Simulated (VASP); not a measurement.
Energy against volume of BAs (zinc blende). All values below come from optB88-vdW, VASP's PBE PAW potentials (set 64) (plane waves; VASP 6.6.1). Numerical set-up: 520 eV cut-off, 9×9×9 Γ-centred mesh, Gaussian smearing of 0.050 eV, potentials B As.

```
V (Å³/atom)  E (eV/atom)
-----------  -----------
13.199          -4.52063
13.620          -4.53814
14.041          -4.54362
14.463          -4.53883
```

Task: Fit these four points and predict the energy of the run at 14.884 Å³/atom.

Result: A cubic in V^(−2/3), the third-order Birch-Murnaghan form, passes through the four points with V0 = 14.04 Å³/atom and B0 = 130 GPa, and gives -4.5253 eV/atom there. The run gave -4.5252 eV/atom, +0.1 meV/atom from the fit; all five points give B0 = 130 GPa.

The compound is BAs in the zinc blende structure. It was relaxed first.
